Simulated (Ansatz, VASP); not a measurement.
# Cross-check of Sr2Rh between VASP and Ansatz

Aim: how closely do two programs agree when they are given the same cell, functional and k mesh? The cell is taken from a series of runs on this material, whose earlier steps may have relaxed, scaled, displaced or heated it; both programs get it as it stands.

Method: plane waves, with VASP 6.6.1 beside it; relaxation of cell and atoms at PBEsol, in Ansatz 0.2.0.

### 1. The starting structure

It takes space group Fm-3m (No. 225, cubic). The conventional cell has a = 7.193 Å, b = 7.193 Å, c = 7.193 Å, α = 90.00°, β = 90.00°, γ = 90.00°. Nearest to Sr lie 4 Rh at 3.11 Å. Nearest to Rh lie 8 Sr at 3.11 Å. Farther neighbours are not listed.

### 2. VASP: relaxation of cell and atoms, PBEsol, pair 1

The relaxed volume is the usual yardstick between codes: in a stiff, nearly cubic crystal its relative difference is about their pressure difference at one cell divided by the bulk modulus.

Lines of VASP's logs that name or quote its potential files are left out, and so is its time.

INCAR reads:

```
SYSTEM = Sr2Rh
PREC = Accurate
ENCUT = 500
EDIFF = 1E-07
NELM = 120
ISMEAR = 1
SIGMA = 0.2
LREAL = .FALSE.
ALGO = Normal
GGA = PS
NBANDS = 23
LASPH = .TRUE.
LORBIT = 11
LWAVE = .FALSE.
LCHARG = .FALSE.
ISIF = 3
IBRION = 2
NSW = 80
EDIFFG = -0.005
GGA_COMPAT = .FALSE.
NELMIN = 4
KPAR = 2
```

POSCAR reads:

```
Sr2Rh
1.0
    0.0000000000      3.5966760000      3.5966760000
    3.5966760000      0.0000000000      3.5966760000
    3.5966760000      3.5966760000      0.0000000000
Sr Rh
2 1
Direct
    0.7500000000      0.7500000000      0.7500000000
    0.2500000000      0.2500000000      0.2500000000
    0.0000000000      0.0000000000      0.0000000000
```

KPOINTS reads:

```
Automatic mesh
0
Gamma
12 12 12
0 0 0
```

PAW data sets: Sr_sv and Rh_pv (PBE family, release 64).

Started as:

```
mpirun -np 2 vasp_std
```

Numbers of over 12 decimals in the logs are rounded to 6 here.

Output:

```text
[banner, memory and clock lines left out]
running    2 mpi-ranks, on    1 nodes
 distrk:  each k-point on    1 cores,    2 groups
 distr:  one band on    1 cores,    1 groups

 POSCAR found type information on POSCAR SrRh
 POSCAR found :  2 types and       3 ions
|                                                                             |
|               ----> ADVICE to this user running VASP <----                  |
|                                                                             |
|     You enforced a specific xc type in the INCAR file but a different       |
|     [... a line on the potential file left out ...]
|     I HOPE YOU KNOW WHAT YOU ARE DOING!                                     |
|                                                                             |

 LDA part: xc-table for (Slater+PW92), standard interpolation
 POSCAR, INCAR and KPOINTS ok, starting setup
 FFT: planning ... GRIDC
 FFT: planning ... GRID_SOFT
 FFT: planning ... GRID
 WAVECAR not read
 entering main loop
       N       E                     dE             d eps       ncg     rms          rms(c)
DAV:   1     0.247712401458E+03    0.24771E+03   -0.18396E+04  3640   0.135E+03
DAV:   2     0.151004194714E+01   -0.24620E+03   -0.23864E+03  3816   0.354E+02
DAV:   3    -0.119071513078E+02   -0.13417E+02   -0.13184E+02  5672   0.674E+01
DAV:   4    -0.124479622701E+02   -0.54081E+00   -0.53841E+00  4407   0.110E+01
DAV:   5    -0.124638762154E+02   -0.15914E-01   -0.15910E-01  4992   0.158E+00    0.234E+01
DAV:   6    -0.122010876324E+02    0.26279E+00   -0.16979E+00  4437   0.557E+00    0.180E+01
DAV:   7    -0.122473065557E+02   -0.46219E-01   -0.31237E+00  3422   0.101E+01    0.699E+00
DAV:   8    -0.119674555640E+02    0.27985E+00   -0.68489E-01  4016   0.413E+00    0.962E-01
DAV:   9    -0.119713631373E+02   -0.39076E-02   -0.86622E-02  4898   0.118E+00    0.445E-01
DAV:  10    -0.119709067816E+02    0.45636E-03   -0.26585E-03  4297   0.262E-01    0.207E-01
DAV:  11    -0.119709042287E+02    0.25530E-05   -0.19547E-04  4644   0.937E-02    0.462E-02
DAV:  12    -0.119708910753E+02    0.13153E-04   -0.14286E-04  5426   0.672E-02    0.151E-02
DAV:  13    -0.119708918928E+02   -0.81749E-06   -0.38224E-05  4181   0.290E-02    0.150E-02
DAV:  14    -0.119708893943E+02    0.24985E-05   -0.80850E-06  3844   0.141E-02    0.176E-03
DAV:  15    -0.119708892673E+02    0.12703E-06   -0.41198E-07  3850   0.252E-03    0.945E-04
DAV:  16    -0.119708891845E+02    0.82809E-07   -0.17783E-08  2356   0.867E-04
   1 F= -.11970889E+02 E0= -.11967581E+02  d E =-.119709E+02
 curvature:   0.00 expect dE= 0.000E+00 dE for cont linesearch  0.000E+00
 trial: gam= 0.00000 g(F)=  0.142E-51 g(S)=  0.648E-03 ort = 0.000E+00 (trialstep = 0.100E+01)
 search vector abs. value=  0.648E-03
 bond charge predicted
       N       E                     dE             d eps       ncg     rms          rms(c)
DAV:   1    -0.119955251956E+02   -0.24636E-01   -0.32560E-01  3312   0.477E+00    0.132E+00
DAV:   2    -0.120042290746E+02   -0.87039E-02   -0.38578E-01  3355   0.356E+00    0.169E+00
DAV:   3    -0.119717024045E+02    0.32527E-01   -0.11672E-01  3327   0.186E+00    0.234E-01
DAV:   4    -0.119711556948E+02    0.54671E-03   -0.95276E-03  4646   0.445E-01    0.330E-01
DAV:   5    -0.119711449083E+02    0.10787E-04   -0.57410E-04  4365   0.119E-01    0.192E-01
DAV:   6    -0.119712115573E+02   -0.66649E-04   -0.27261E-04  5066   0.932E-02    0.301E-02
DAV:   7    -0.119712132830E+02   -0.17256E-05   -0.67460E-05  6260   0.374E-02    0.222E-02
DAV:   8    -0.119712130562E+02    0.22672E-06   -0.26772E-06  3929   0.848E-03    0.413E-03
DAV:   9    -0.119712129261E+02    0.13008E-06   -0.34414E-07  3272   0.346E-03    0.150E-03
DAV:  10    -0.119712128565E+02    0.69622E-07   -0.30398E-08  2041   0.128E-03
   2 F= -.11971213E+02 E0= -.11967932E+02  d E =-.323672E-03
 trial-energy change:   -0.000324  1 .order   -0.000331   -0.000648   -0.000014
 step:   1.0238(harm=  1.0221)  dis= 0.00000  next Energy=   -11.971213 (dE=-0.324E-03)
 reached required accuracy - stopping structural energy minimisation
```

Parts of OUTCAR (step 2):

```text
ion  position               nearest neighbor table
   1  0.750  0.750  0.750-   3 3.11   3 3.11   3 3.11   3 3.11   2 3.60   2 3.60   2 3.60   2 3.60
                             2 3.60   2 3.60
   2  0.250  0.250  0.250-   3 3.11   3 3.11   3 3.11   3 3.11   1 3.60   1 3.60   1 3.60   1 3.60
                             1 3.60   1 3.60
   3  0.000  0.000  0.000-   1 3.11   1 3.11   1 3.11   1 3.11   2 3.11   2 3.11   2 3.11   2 3.11

  LATTYP: Found a face centered cubic cell.
 ALAT       =     7.1933520000

 Subroutine GETGRP returns: Found 48 space group operations
 (whereof 48 operations were pure point group operations)

The static configuration has the point symmetry O_h .

 Found     72 irreducible k-points:

   k-points           NKPTS =     72   k-points in BZ     NKDIM =     72   number of bands    NBANDS=     23

   dimension x,y,z NGX =    40 NGY =   40 NGZ =   40
   dimension x,y,z NGXF=    80 NGYF=   80 NGZF=   80

   ENCUT  =  500.0 eV  36.75 Ry    6.06 a.u.   9.27  9.27  9.27*2*pi/ulx,y,z

   NELECT =      35.0000    total number of electrons

 k-points in reciprocal lattice and weights: Automatic mesh
   0.00000000  0.00000000  0.00000000       0.001
   0.08333333  0.00000000  0.00000000       0.005
   0.16666667  0.00000000  0.00000000       0.005
   0.25000000  0.00000000  0.00000000       0.005
   0.33333333  0.00000000  0.00000000       0.005
   0.41666667  0.00000000  0.00000000       0.005
   0.50000000  0.00000000  0.00000000       0.002
   0.08333333  0.08333333  0.00000000       0.003
   0.16666667  0.08333333  0.00000000       0.014
[...]
-0.33333333  0.50000000  0.16666667       0.007
  -0.25000000  0.50000000  0.25000000       0.003

 average (electrostatic) potential at core
       1 -37.6227       2 -37.6227       3 -77.5315

 E-fermi :   3.1792

 k-point     1 :       0.0000    0.0000    0.0000
  band No.  band energies     occupation
    ...
     13       1.5710      2.00000
     14       1.5710      2.00000
     15       2.1044      2.00000
     16       2.1044      2.00000
     17       2.1044      2.00000
     18       3.8159     -0.00006
     19       3.8159     -0.00006
     20       3.8159     -0.00006
     21       5.9340     -0.00000
     22       5.9340     -0.00000
    ...

 k-point     2 :       0.0833    0.0000    0.0000
  band No.  band energies     occupation
    ...
     13       1.5873      2.00000
     14       1.5873      2.00000
     15       2.0737      2.00000
     16       2.0940      2.00000
     17       2.0940      2.00000
     18       3.7524     -0.00039
     19       3.8810     -0.00001
     20       3.8810     -0.00001
     21       5.9462     -0.00000
     22       5.9462     -0.00000
    ...

 k-point     3 :       0.1667    0.0000    0.0000
  band No.  band energies     occupation
    ...
     13       1.6326      2.00000
     14       1.6326      2.00000
     15       2.0002      2.00000
     16       2.0668      2.00000
     17       2.0668      2.00000
     18       3.5802     -0.01574
     19       4.0665     -0.00000
     20       4.0665     -0.00000
     21       5.9899     -0.00000
     22       5.9899     -0.00000
    ...

  Total        0.0025038      0.0025038      0.0025038      0.0000000      0.0000000     -0.0000000
  in kB        0.0428700      0.0428700      0.0428700      0.0000000      0.0000000     -0.0000000
  external PRESSURE =       0.0428700 kB  Pullay stress =       0.0000000 kB

  energy-cutoff  :      500.00
  volume of cell :       93.57
      direct lattice vectors                 reciprocal lattice vectors
     0.000000000  3.603378866  3.603378866    -0.138758654  0.138758654  0.138758654
     3.603378866 -0.000000000  3.603378866     0.138758654 -0.138758654  0.138758654
     3.603378866  3.603378866 -0.000000000     0.138758654  0.138758654 -0.138758654

 POSITION                                       TOTAL-FORCE (eV/Angst)
 -----------------------------------------------------------------------------------
      5.40507      5.40507      5.40507        -0.000000     -0.000000     -0.000000
      1.80169      1.80169      1.80169         0.000000      0.000000      0.000000
      7.20676      3.60338      3.60338         0.000000     -0.000000      0.000000
 -----------------------------------------------------------------------------------
    total drift:                               -0.000000      0.000000      0.000000

  FREE ENERGIE OF THE ION-ELECTRON SYSTEM (eV)
  ---------------------------------------------------
  free  energy   TOTEN  =       -11.9712128565 eV

  energy  without entropy=      -11.9613700148  energy(sigma->0) =      -11.96793191

 reached required accuracy - stopping structural energy minimisation

 total charge
# of ion       s       p       d       tot
------------------------------------------
    1        2.057   5.700   0.262   8.020
    2        2.057   5.700   0.262   8.020
    3        0.459   6.027   7.396  13.882
--------------------------------------------------
tot          4.574  17.428   7.921  29.922

[... 3 further parts left out ...]
```

CONTCAR:

```
Sr2Rh
   1.00000000000000
     0.0000000000000000    3.6033788664929127    3.6033788664929127
     3.6033788664929127   -0.0000000000000000    3.6033788664929127
     3.6033788664929127    3.6033788664929127   -0.0000000000000000
  Sr              Rh
     2     1
Direct
     0.7500000000000000    0.7500000000000000    0.7500000000000000
     0.2500000000000000    0.2500000000000000    0.2500000000000000
     0.0000000000000000    1.0000000000000000    1.0000000000000000
```

### 3. Ansatz: relaxation of cell and atoms, PBEsol, pair 1

Ansatz runs on its PAW soft_1 files.

The same cell, functional, mesh and smearing now go to Ansatz, which takes its cutoff from its data sets.

input.yaml reads:

```yaml
crystal:
  lattice:
    - [0.0, 3.5966760962, 3.5966760962]
    - [3.5966760962, 0.0, 3.5966760962]
    - [3.5966760962, 3.5966760962, 0.0]
  atoms:
    - { symbol: Sr, position: [0.75, 0.75, 0.75] }
    - { symbol: Sr, position: [0.25, 0.25, 0.25] }
    - { symbol: Rh, position: [0.0, 0.0, 0.0] }
kpoints:
  mp_grid: { grid: [12, 12, 12] }
hamiltonian:
  xc: pbesol
  pseudopotentials: { kind: paw, azcp: { folder: soft_1 }, xc_functional: pbe }
scf:
  occupations: { method: methfessel_paxton, width: 0.2 }
output:
  forces: true
  stress: true
  eigenvalues: true
relax:
  adjacent_minimum: "off"
  f_tol: 0.001
  max_steps: 60
  cell: { stress_tol: 0.01 }
```

Started as:

```
ansatz run input.yaml --threads 4 --pin off --max-ram 10240MiB --backend cpu --events-out ev --progress --plain --runs-dir out
```

Output:

```text
Engine: ansatz 0.2.0, aarch64-unknown-linux-gnu
Pseudopotentials: kind: paw
Pseudopotential: Sr, paw, valence charge 10, recommended cutoff 420 eV (normal), soft_1/Sr.paw.azcp
Pseudopotential: Rh, paw, valence charge 17, recommended cutoff 420 eV (normal), soft_1/Rh.paw.azcp
Functional definition: PBEsol
  exchange = pbesol_x
  correlation = pbesol_c
Crystal: 3 atoms, lattice volume = 93.054 Å³
Basis set: ecut = 420 eV, 1837 PW (Γ), exchange–correlation on 72×72×72 points (8 copies of the dense FFT grid, shifted against one another)
Bands: 23, of which v1, the nominal top of the filled ones, is band 19 counted from 1 (18 counted from 0)
Symmetry: 48 space group operations
Space group: Fm-3m (ITA 225), of the structure as read, at distance tolerance 4.5e-5 Å
k-points: 72 of 1728
Non-local potential: Sr, projectors of the file, l = 0: 3, l = 1: 2, l = 2: 2
Non-local potential: Rh, projectors of the file, l = 0: 3, l = 1: 2, l = 2: 2, l = 3: 1
PAW form: soft (Blöchl's): semilocal exchange-correlation on the pseudo side does not see the compensation charge
PAW frozen core: Sr, regenerated for the run's functional, and the local potential with it (the file was generated under x = pbe(κ = 0.804, μ = 0.219515), c = pbe(β = 0.066725))
PAW frozen core: Rh, regenerated for the run's functional, and the local potential with it (the file was generated under x = pbe(κ = 0.804, μ = 0.219515), c = pbe(β = 0.066725))
PAW one-centre angular grid: Sr, 110 points (default); XC on 64 Gauss nodes
PAW one-centre angular grid: Rh, 590 points (default); XC on 64 Gauss nodes
Initial density: superposition of atomic densities (chi_scale 0.1, normalization cell, long waves kept (reshape's long-wave potential 0.00 eV rms))
Initial wavefunctions: pseudopotential atomic-orbital guess
Functional: x = pbesol(κ = 0.804, μ = 0.123457), c = pbesol(β = 0.046)
SCF iter   1: F=—  HF=-13331.623271 eV  |F-HF|=—  |Δ(HF+E_count)|=         —  Δρ=2.33e-1  dr2=1.01e2  ethr=3.10e-3  ⟨swp⟩=8.7  Hψ=9928  notcnv=0
preconditioner: auto → Kerker (q_TF=auto, 2.340 Å⁻¹)  [metal: Δε(μ)=0.015 eV  Ē_g=2.435 eV  σ=0.200 eV  W_gap=0.06  n_scr=14 (ndim 8)  ℏωp=13.9 eV  f_vac=0.000  D(μ)=7.25/eV (n_scr^D=64)]
SCF iter   2: F=—  HF=-13324.552666 eV  |F-HF|=—  |Δ(HF+E_count)|=    7.07e0  S|Δr|=    0.00e0  Δρ=8.58e-2  dr2=1.29e1  ethr=3.10e-3  ⟨swp⟩=3.2  Hψ=4260  notcnv=0
SCF iter   3: F=—  HF=-13323.451721 eV  |F-HF|=—  |Δ(HF+E_count)|=    1.10e0  S|Δr|=    0.00e0  Δρ=1.24e-2  dr2=2.48e-1  ethr=3.10e-3  ⟨swp⟩=3.1  Hψ=3281  notcnv=0
SCF iter   4: F=—  HF=-13323.430798 eV  |F-HF|=—  |Δ(HF+E_count)|=   2.09e-2  S|Δr|=    0.00e0  Δρ=2.20e-3  dr2=6.67e-3  ethr=6.70e-4  ⟨swp⟩=1.7  Hψ=2086  notcnv=0
SCF iter   5: F=—  HF=-13323.430789 eV  |F-HF|=—  |Δ(HF+E_count)|=   9.24e-6  S|Δr|=    0.00e0  Δρ=1.02e-3  dr2=2.16e-3  ethr=1.80e-5  ⟨swp⟩=2.2  Hψ=2120  notcnv=0
SCF iter   6: F=—  HF=-13323.430552 eV  |F-HF|=—  |Δ(HF+E_count)|=   2.37e-4  S|Δr|=    0.00e0  Δρ=3.27e-4  dr2=3.37e-4  ethr=5.83e-6  ⟨swp⟩=1.4  Hψ=1693  notcnv=0
SCF iter   7: F=—  HF=-13323.430486 eV  |F-HF|=—  |Δ(HF+E_count)|=   6.63e-5  S|Δr|=    0.00e0  Δρ=1.23e-4  dr2=3.39e-5  ethr=9.11e-7  ⟨swp⟩=2.4  Hψ=2368  notcnv=0
SCF iter   8: F=—  HF=-13323.430476 eV  |F-HF|=—  |Δ(HF+E_count)|=   9.91e-6  S|Δr|=    0.00e0  Δρ=3.86e-5  dr2=3.51e-6  ethr=9.17e-8  ⟨swp⟩=1.2  Hψ=1670  notcnv=0
SCF iter   9: F=—  HF=-13323.430475 eV  |F-HF|=—  |Δ(HF+E_count)|=   4.88e-7  S|Δr|=    0.00e0  Δρ=9.08e-6  dr2=2.19e-7  ethr=9.48e-9  ⟨swp⟩=2.3  Hψ=2345  notcnv=0
SCF iter  10: F=-13323.430475 eV  HF=-13323.430475 eV  |F-HF|=6.39e-9  |Δ(HF+E_count)|=   4.25e-8  S|Δr|=    0.00e0  Δρ=2.24e-6  dr2=1.02e-8  ethr=2.70e-10  ⟨swp⟩=7.3  Hψ=8430  notcnv=0
SCF 1 converged in 10 iterations: F = -13323.430475 eV  dr2 = 1.02e-8
  greatest PAW one-centre occupation: 0.999 electrons in one spin orbital (limit 2), on the Rh atom at site 2 (counted from 0), in its partial waves of l = 0
relax step   1: F+E_penalty+E_count = -13323.43047525 eV  Δ(F+E_penalty+E_count) = +0.000e0 eV  max|allowed force component| = 3.855e-18 eV/Å  Δτ_max = 0.0000 Å  P = +0.015 GPa  Ω = 93.054 Å³  (10 SCF iters, dr2 threshold 1.00e-7 eV, accepted)
[...]
relax step   2: F+E_penalty+E_count = -13323.43047506 eV  Δ(F+E_penalty+E_count) = +1.932e-7 eV  max|allowed force component| = 3.778e-17 eV/Å  Δτ_max = 0.0000 Å  P = +0.000 GPa  Ω = 93.093 Å³  energy of the carried Pulay correction = -2.107e-6 eV  (5 SCF iters, dr2 threshold 5.71e-10 eV, accepted)
[...]
relax step   3: F+E_penalty+E_count = -13323.43047807 eV  Δ(F+E_penalty+E_count) = -3.013e-6 eV  max|allowed force component| = 4.279e-17 eV/Å  Δτ_max = 0.0000 Å  P = +0.000 GPa  Ω = 93.093 Å³  stress off target by 4.35e-4 GPa  SCF on the basis re-selected at this cell (its energy is not comparable with the rows above)  (10 SCF iters)
basis re-selected at this cell: Δ(F+E_penalty+E_count) = -3.013e-6 eV, ΔP = -0.000 GPa vs the last step (what re-selecting the basis moved, of the pressure what is left beyond the Pulay correction that the steps carried, after the strain that the cell walked since its last selection, with what the two solves' SCF thresholds leave and, on support functions, any second-order correction that the steps lacked; it is no m [...]
SCF converged after 10 iterations
Stability not checked: this state was not tested for a lower state beside it, because cold or Methfessel-Paxton smearing, or corrected tetrahedra, fill the levels in a way that the test cannot read (fill_not_monotonic; see scf.lower_state_search)
Free energy (F): -13323.430478 eV
Harris-Foulkes:  -13323.430478 eV  (|F-HF|=3.64e-12)
Internal energy: -13323.420563 eV  (E = F + TS)
E sigma→0 (E₀):  -13323.427999 eV
Entropy (-TS):   -0.009915 eV (-3.305 meV/atom)
Fermi energy:    8.906573 eV
--- Per-component energies (eV) ---
  E_band       = -458.037664
  E_kinetic    = 1007.126058
  E_local      = -4158.384847  (includes V_loc(G=0)·N_el)
  E_nonlocal   = 774.243108
  E_hartree    = 1430.632474
  E_xc         = -546.982769
  E_vxc        = -561.943656  (∫ρ·V_xc dr)
  E_paw        = -8823.059072  (= ΣΔE_a)
  E_vpaw       = -380.343349  (= ΣTr[D̂ρ^β])
  E_aug_tail   = 0.000078  (compensation charges beyond the density's cutoff)
  E_ewald      = -3007.540490
  E_core_change = 0.544896  (= ΣΔE_core)
  E_smearing   = -0.009915  (= −TS)
  E_closure    = 0.000000  (closes the sum)
  Σ components = -13323.430478   (vs F -13323.430478, Δ=0.00e0)
--- Forces (eV/Å), atoms counted from 1 ---
  atom   1  Sr     0.00000000     0.00000000     0.00000000
  atom   2  Sr    -0.00000000    -0.00000000    -0.00000000
  atom   3  Rh    -0.00000000     0.00000000     0.00000000
  max |Σ_I F_I| component: 2.31e-18 eV/Å
--- Stress (GPa, compression-positive) ---
        0.000435       0.000000       0.000000
        0.000000       0.000435       0.000000
        0.000000       0.000000       0.000435
  P = ⅓ Tr σ = 0.0004 GPa (0.004 kbar)
--- Band table (eV; the first three rows and the last of 72) ---
  k-point 0: bands = [... 15 lower, 7.8232, 7.8232, 7.8232, 9.5427, 9.5427, 9.5427, 11.6742, 11.6742]
  k-point 1: bands = [... 15 lower, 7.7918, 7.8126, 7.8126, 9.4789, 9.6078, 9.6078, 11.6864, 11.6864]
  k-point 2: bands = [... 15 lower, 7.7167, 7.7848, 7.7848, 9.3065, 9.7937, 9.7937, 11.7299, 11.7299]
  k-point 71: bands = [... 15 lower, 7.5944, 7.6850, 7.9123, 9.5416, 9.5416, 10.2907, 11.8927, 11.9224]
--- Relaxed structure (2 steps of the walk, 2 accepted, 1 SCFs on fresh bases) ---
  F+E_penalty+E_count = -13323.43047807 eV   max|allowed force component| = 4.279e-17 eV/Å   (the final SCF, on the basis selected at the relaxed cell)
  cell:  # Å, volume = 93.0931 Å³
    - [0, 3.597182, 3.597182]
    - [3.597182, 0, 3.597182]
    - [3.597182, 3.597182, 0]
  atoms:
    - { symbol: Sr, position: [0.75, 0.75, 0.75] }
    - { symbol: Sr, position: [0.25, 0.25, 0.25] }
    - { symbol: Rh, position: [0, 0, 0] }
```

### 4. Differences

Known differences besides the potentials themselves: the data sets hold 37 valence electrons in Ansatz (on its PAW soft_1 files) and 35 in VASP; the cutoff is 420 eV in Ansatz and 500 eV in VASP; Ansatz makes its cores anew for this functional, VASP keeps those of its PBE data sets; Ansatz adds a Pulay correction to the stress that steers its cell, VASP none. Total energies have different zeros and are not compared.

Both answers:

| quantity | Ansatz | VASP | difference |
| --- | --- | --- | --- |
| volume (Å³) | 93.09 | 93.57 | -0.51 % |
| edge a after relaxation, in the typed setting (Å) | 5.087 | 5.096 | -0.17 % |

(Part 1 of 2 ends here.)

[Lines on the potential files, build, host, timing and source positions are cut from VASP's logs without a mark.]

[Logs are printed without paths, hosts, clocks, repeated set-up lines and the standing remarks that a program may print on its own settings, such as how far it seeks lower states.]

[Hosts, paths, dates, database ids (printed as entryN), source tags and the programs' standing remarks are cut or masked in the printed files.]
